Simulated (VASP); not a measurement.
## Cu2BrCl: single point with PBE

Cu2BrCl:

```xyz
4
Lattice="1.8555 1.0713 6.0475 -1.8555 1.0713 6.0475 0.0000 -2.1426 6.0475" Properties=species:S:1:pos:R:3 pbc="T T T"
Br    0.0000    0.0000    0.0000
Cu    0.0000    0.0000   13.6360
Cu    0.0000    0.0000    4.5065
Cl    0.0000    0.0000    9.0713
```

The cell comes from a database or a generator and needn't be the stable form of this composition.

- Program: VASP 6.6.1
- Task: single point
- Functional: PBE
- Potentials or basis: VASP PAW PBE potentials, release 64 (Br_GW, Cu_GW, Cl_GW)
- Cutoff: 450 eV
- k mesh: 4 × 4 × 4
- Occupations: gaussian, width 0.02 eV
- Spin: no spin polarisation

* Pressure: 1.2 GPa
* Largest force: 0.115 eV/Å
* Band gap on the k mesh: 0.17 eV, direct

Forces on the atoms (eV/Å):
```
Br   0.000  0.000  0.000
Cu   0.000  0.000  0.115
Cu   0.000  0.000 -0.115
Cl   0.000  0.000  0.000
```

Stress tensor (GPa, compression positive):
```
1.28 0.00 0.00
0.00 1.28 0.00
0.00 0.00 0.90
```

Levels at points of the mesh, in eV from the valence-band top:
```
           k point  band 16  band 17  band 18  band 19  band 20  band 21
(0.00, 0.00, 0.00)    -1.23     0.00     0.00     0.17     2.98     5.83
(0.50, 0.00, 0.00)    -0.85    -0.76    -0.75     2.25     2.70     5.41
(0.50, 0.50, 0.00)    -1.14    -0.04    -0.02     0.42     2.97     5.82
(0.50, 0.50, 0.50)    -0.86    -0.55    -0.55     2.47     2.50     6.36
```

Run time: 67 s on 1 thread of Intel(R) Xeon(R) Platinum 8488C (Sapphire Rapids) (shared host), peak memory 0.34 GiB.

Caveat: the k mesh is coarse (spacing up to 0.50 Å⁻¹), so the values aren't converged. Expect the measured gap to be larger: semilocal functionals such as PBE lack the derivative discontinuity.
